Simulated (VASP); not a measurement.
# A VASP study of ReB2 (r2SCAN + rVV10): structure first, properties next, part 2 of 7

Aim: relax ReB2, then compute properties on the relaxed cell. The start is a cell from a database of measured crystal structures.

VASP 6.6.1; r2SCAN with rVV10; plane waves and PAW (Re, B).

Still holding for the runs below: The k-mesh is coarse for a metal.

So far. Step 2 (Full relaxation (r2SCAN + rVV10)): It ends with a largest force of 0.003 eV/Å and a pressure of -0.01 GPa. The volume lies +0.2 % from that of the database's start.

### Step 3. Single point with fields (r2SCAN + rVV10)

The relaxed cell gets a fresh self-consistent run, on a basis set for its own volume, to fix the density and to check the remaining stress.

The input, INCAR:

```
SYSTEM = ReB2
PREC = Accurate
ENCUT = 420
EDIFF = 1E-06
NELM = 100
ISMEAR = 0
SIGMA = 0.05
LREAL = .FALSE.
ALGO = Normal
METAGGA = R2SCAN
LUSE_VDW = .TRUE.
IVDW_NL = 2
BPARAM = 11.95
CPARAM = 0.0093
LASPH = .TRUE.
NBANDS = 19
LORBIT = 11
LWAVE = .FALSE.
LCHARG = .TRUE.
ISIF = 2
LELF = .TRUE.
LVHAR = .TRUE.
```

The input, POSCAR:

```
ReB2
1.0
    2.9017840246      0.0000000000      0.0000000000
   -1.4508920123      2.5130186816      0.0000000000
    0.0000000000      0.0000000000      7.4800785083
Re B
2 4
Direct
    0.3333333333      0.6666666667      0.2500000000
    0.6666666667      0.3333333333      0.7500000000
    0.3333333333      0.6666666667      0.5480082846
    0.6666666667      0.3333333333      0.0480082846
    0.3333333333      0.6666666667      0.9519917154
    0.6666666667      0.3333333333      0.4519917154
```

The input, KPOINTS:

```
Automatic mesh
0
Gamma
8 8 3
0 0 0
```

Potentials, in the order of the species: Re and B (PBE family, release 64).

Run with:

```console
mpirun -np 4 vasp_std
```

The program printed:

```text
[banner, memory and clock lines left out]
running    4 mpi-ranks, on    1 nodes
 distrk:  each k-point on    4 cores,    1 groups
 distr:  one band on    1 cores,    4 groups

 POSCAR found type information on POSCAR ReB
 POSCAR found :  2 types and       6 ions
 [... a notice as in an earlier step ...]

 [... a notice as in an earlier step ...]

 LDA part: xc-table for (None), standard interpolation
|                                                                             |
|           W    W    AA    RRRRR   N    N  II  N    N   GGGG   !!!           |
|           W    W   A  A   R    R  NN   N  II  NN   N  G    G  !!!           |
|           W    W  A    A  R    R  N N  N  II  N N  N  G       !!!           |
|           W WW W  AAAAAA  RRRRR   N  N N  II  N  N N  G  GGG   !            |
|           WW  WW  A    A  R   R   N   NN  II  N   NN  G    G                |
|           W    W  A    A  R    R  N    N  II  N    N   GGGG   !!!           |
|                                                                             |
|     The number of bands has been changed from the values supplied in        |
|     The orbitals not found in the WAVECAR file will be initialized with     |
|     random numbers, which is usually adequate. For correlated               |
|     calculations, however, you should redo the groundstate calculation.     |
|     I found NBANDS = 19. Now, NBANDS = 20.                                  |
|                                                                             |

 POSCAR, INCAR and KPOINTS ok, starting setup
 FFT: planning ... GRIDC
 FFT: planning ... GRID_SOFT
 FFT: planning ... GRID
 WAVECAR not read
 entering main loop
       N       E                     dE             d eps       ncg     rms          rms(c)
Total rVV10 correction in eV:      0.2851813    35.8663179
DAV:   1    -0.232748237060E+02   -0.23275E+02   -0.11707E+04  1576   0.138E+03
DAV:   2    -0.139532643413E+03   -0.11626E+03   -0.11015E+03  1484   0.391E+02
DAV:   3    -0.144140838670E+03   -0.46082E+01   -0.45410E+01  1472   0.756E+01
DAV:   4    -0.144211896410E+03   -0.71058E-01   -0.70730E-01  1488   0.723E+00
DAV:   5    -0.144213321700E+03   -0.14253E-02   -0.14225E-02  1344   0.164E+00    0.584E+01
Total rVV10 correction in eV:      0.2664874    35.8663179
DAV:   6    -0.136762510347E+03    0.74508E+01   -0.27816E+01  1528   0.916E+01    0.104E+01
Total rVV10 correction in eV:      0.2667318    35.8663180
DAV:   7    -0.136664905183E+03    0.97605E-01   -0.20686E+00  1512   0.275E+01    0.132E+01
Total rVV10 correction in eV:      0.2658695    35.8663180
DAV:   8    -0.136630954538E+03    0.33951E-01   -0.16242E-01  1416   0.375E+00    0.108E+00
Total rVV10 correction in eV:      0.2655957    35.8663180
DAV:   9    -0.136621881563E+03    0.90730E-02   -0.15511E-02  1392   0.275E+00    0.481E-01
Total rVV10 correction in eV:      0.2658657    35.8663180
DAV:  10    -0.136621840990E+03    0.40573E-04   -0.90727E-04  1424   0.453E-01    0.426E-02
Total rVV10 correction in eV:      0.2659247    35.8663180
DAV:  11    -0.136621851783E+03   -0.10793E-04   -0.65004E-05  1408   0.121E-01    0.162E-02
Total rVV10 correction in eV:      0.2659661    35.8663180
DAV:  12    -0.136621852100E+03   -0.31666E-06   -0.34510E-06   904   0.405E-02
Total rVV10 correction in eV:      0.2659733    35.8663180
Total rVV10 correction in eV:      0.2659729    35.8663180
   1 F= -.13662185E+03 E0= -.13662006E+03  d E =-.358693E-02
```

It took 26 s on 4 MPI ranks of Intel Xeon Platinum 8488C (Sapphire Rapids), shared host; peak memory 0.6 GiB.

From OUTCAR (step 3):

```text
  LATTYP: Found a hexagonal cell.
 ALAT       =     2.9017840246
 C/A-ratio  =     2.5777516331

 Found     20 irreducible k-points:

   k-points           NKPTS =     20   k-points in BZ     NKDIM =     20   number of bands    NBANDS=     20

   NELECT =      26.0000    total number of electrons

 E-fermi :   8.0267

 k-point     1 :       0.0000    0.0000    0.0000
  band No.  band energies     occupation
    ...
      8       5.1890      2.00000
      9       5.5282      2.00000
     10       5.5282      2.00000
     11       5.7019      2.00000
     12       5.7019      2.00000
     13       8.1016      0.03432
     14       8.1016      0.03432
     15      10.5147      0.00000
     16      10.5147      0.00000
     17      12.1772      0.00000
    ...

 k-point     2 :       0.1250    0.0000    0.0000
  band No.  band energies     occupation
    ...
     10       5.4487      2.00000
     11       5.6152      2.00000
     12       6.0702      2.00000
     13       7.1974      2.00000
     14       7.9185      1.99780
     15       9.8568      0.00000
     16      10.0873      0.00000
     17      12.9690      0.00000
     18      13.3307      0.00000
     19      13.6125      0.00000
    ...

  Total        0.0248224      0.0248224     -0.0586133      0.0000000      0.0000000     -0.0000000
  in kB        0.7290998      0.7290998     -1.7216296      0.0000000      0.0000000     -0.0000000
  external PRESSURE =      -0.0878100 kB  Pullay stress =       0.0000000 kB

  energy-cutoff  :      420.00
  volume of cell :       54.55
      direct lattice vectors                 reciprocal lattice vectors
     2.901784025  0.000000000  0.000000000     0.344615585  0.198963901  0.000000000
    -1.450892012  2.513018682  0.000000000     0.000000000  0.397927802  0.000000000
     0.000000000  0.000000000  7.480078508     0.000000000  0.000000000  0.133688436

 POSITION                                       TOTAL-FORCE (eV/Angst)
 -----------------------------------------------------------------------------------
     -0.00000      1.67535      1.87002         0.000000      0.000000     -0.000000
      1.45089      0.83767      5.61006        -0.000000     -0.000000     -0.000000
     -0.00000      1.67535      4.09914         0.000000     -0.000000      0.003735
      1.45089      0.83767      0.35911        -0.000000     -0.000000      0.003735
     -0.00000      1.67535      7.12097         0.000000      0.000000     -0.003735
      1.45089      0.83767      3.38093         0.000000      0.000000     -0.003735
 -----------------------------------------------------------------------------------
    total drift:                               -0.000000      0.000000     -0.000000

  FREE ENERGIE OF THE ION-ELECTRON SYSTEM (eV)
  ---------------------------------------------------
  free  energy   TOTEN  =      -136.6218520998 eV

  energy  without entropy=     -136.6182651665  energy(sigma->0) =     -136.62005863

 total charge
# of ion       s       p       d       tot
------------------------------------------
    1        0.567   0.796   5.030   6.393
    2        0.567   0.796   5.030   6.393
    3        0.696   1.269   0.000   1.965
    4        0.696   1.269   0.000   1.965
    5        0.696   1.269   0.000   1.965
    6        0.696   1.269   0.000   1.965
--------------------------------------------------
tot          3.919   6.669  10.060  20.647

[... 6 parts as in an earlier step ...]

[... 5 further parts left out ...]
```

Numbers from this step:

| Quantity | Value |
| --- | --- |
| SCF cycles | 12 |
| bands | 20 |
| free energy (TOTEN) | -136.6219 eV |
| energy at zero smearing | -136.6201 eV |
| pressure | -0.008781 GPa |

Valence electrons inside each PAW sphere by angular momentum. Sphere charges, by row:

| atom | s (e) | p (e) | d (e) | tot (e) |
| --- | --- | --- | --- | --- |
| Re1 | 0.567 | 0.796 | 5.03 | 6.393 |
| Re2 | 0.567 | 0.796 | 5.03 | 6.393 |
| B3 | 0.696 | 1.269 | 0 | 1.965 |
| B4 | 0.696 | 1.269 | 0 | 1.965 |
| B5 | 0.696 | 1.269 | 0 | 1.965 |
| B6 | 0.696 | 1.269 | 0 | 1.965 |

ELF in the ac plane at fractional y = 0.333, with atoms of Re and B within 0.2 Å of it. It is the smooth field of the valence electrons, not physical close to the nuclei.

Ten even steps from '_' (0.00) to '@' (0.70), each cell a mean:
```
%%##****##%%@@@@@@@@%%@@@@@@@@
%%##****##%%%%%%%%%%%%%%%%%%%%
############**++====--====++**
++**####**++==--::......::--==
==++****++==--..__________..--
--==****==--::______________::
====****==--::..__________..::
==++****++====--..______..--==
**########**++==----::----==++
%%########%%####**********####
%%##****##%%@@@@@@@@@@@@@@@@@@
@@##****##@@@@@@%%**++**%%@@@@
%%##****##%%@@##--______--##@@
%%**++++**%%@@%%==......==%%@@
##==----==##@@@@@@##**##@@@@@@
++--------++##%%@@@@@@@@@@%%##
==--------====++**********++==
----::::--------==========----
==--------======++++++++++====
==--------==**##%%%%%%%%%%##**
**==----==**%%@@@@%%%%%%@@@@%%
%%**====**%%@@%%**--::--**%%@@
%%##****##%%@@##--______--##@@
@@##****##@@@@%%**--::--**%%@@
```
Columns run along a (2.9 Å), rows up along c (7.5 Å). Atoms in or near the plane, at fractional coordinates: Re at (0.67, 0.75), B at (0.67, 0.05), B at (0.67, 0.45).

Electrostatic potential energy in the ac plane at fractional y = 0.333, with atoms of Re and B within 0.2 Å of it. With pseudopotentials it is smooth inside the atoms' cores, unlike the true potential.

Ten even steps from '_' (-32 eV) to '@' (0 eV), each cell a mean:
```
@@%%%%%%@@@@%%%%**--::--**%%@@
@@@@%%%%@@@@@@@@%%######%%@@@@
@@@@@@@@@@@@%%##****++****##%%
%%@@@@@@@@%%**++----::----++**
**%%@@@@%%**==--..______..--==
**%%@@@@%%**--..__________..--
**%%@@@@%%**==::__________::==
##@@@@@@@@##**==::......::==**
%%@@@@@@@@%%%%**++++==++++**%%
@@@@@@@@@@@@@@%%%%######%%%%@@
@@%%%%%%@@@@@@%%##++++++##%%@@
@@@@@@@@@@@@%%**..........**%%
@@@@@@@@@@@@##..__%%@@%%__..##
@@@@@@@@@@@@%%::__++%%++__::%%
@@@@@@@@@@@@%%##--......--##%%
%%########%%%%%%%%%%##%%%%%%%%
****++++****##%%@@@@@@@@@@%%##
**++====++**##%%@@@@@@@@@@%%##
**++++++++**##%%@@@@@@@@@@%%##
####****####%%%%@@@@@@@@@@%%%%
%%%%%%%%%%%%%%%%**==--==**%%%%
@@@@@@@@@@@@%%==__::==::__==%%
@@@@@@@@@@@@##..__%%@@%%__..##
@@@@@@@@@@%%%%--__--++--__--%%
```
Columns run along a (2.9 Å; values clipped at the 3rd and 97th percentile), rows up along c (7.5 Å). Atoms in or near the plane, at fractional coordinates: Re at (0.67, 0.75), B at (0.67, 0.05), B at (0.67, 0.45).

Valence density in the ac plane at fractional y = 0.333, with atoms of Re and B within 0.2 Å of it. It is the smooth field of the valence electrons, not physical close to the nuclei.

Ten even steps from '_' (0.3 e/Å³) to '@' (1.3 e/Å³), each cell a mean:
```
..________....::----==----::..
..________......::::::::::....
____________....::::::::::....
..________..::--==========--::
..________..--++**********++--
::________::--++##%%@@%%##++--
..________..--++**##%%##**++--
..________..::==============::
..________....::::------::::..
..________......::::::::::....
..________....::----------::..
..________..::----==--==----::
..________..::----..__..----::
..________..::----::..::----::
____________..::----------::..
................::::::::......
..::::::::....______________..
::::----::::..______________..
..::::::::....______________..
..............................
..________....::::------::::..
..________..::------::------::
..________..::----..__..----::
..________..::------::------::
```
Columns run along a (2.9 Å), rows up along c (7.5 Å). Atoms in or near the plane, at fractional coordinates: Re at (0.67, 0.75), B at (0.67, 0.05), B at (0.67, 0.45).

In this run the pressure is -0.01 GPa, small enough to go on; single stress components reach 0.17 GPa.

(Part 2 of 7 ends here.)

[Lines on the potential files, build, host, timing and source positions are cut from VASP's logs without a mark.]

[Logs are printed without paths, hosts, clocks, repeated set-up lines and the standing remarks that a program may print on its own settings, such as how far it seeks lower states.]

[Hosts, paths, dates, database ids (printed as entryN), source tags and the programs' standing remarks are cut or masked in the printed files.]

[A measured line is paired with the nearest computed mode of its activity, which favours agreement.]

[In band tables of VASP the shares of atoms and orbitals are scaled to a sum of 1 inside the atoms' spheres.]
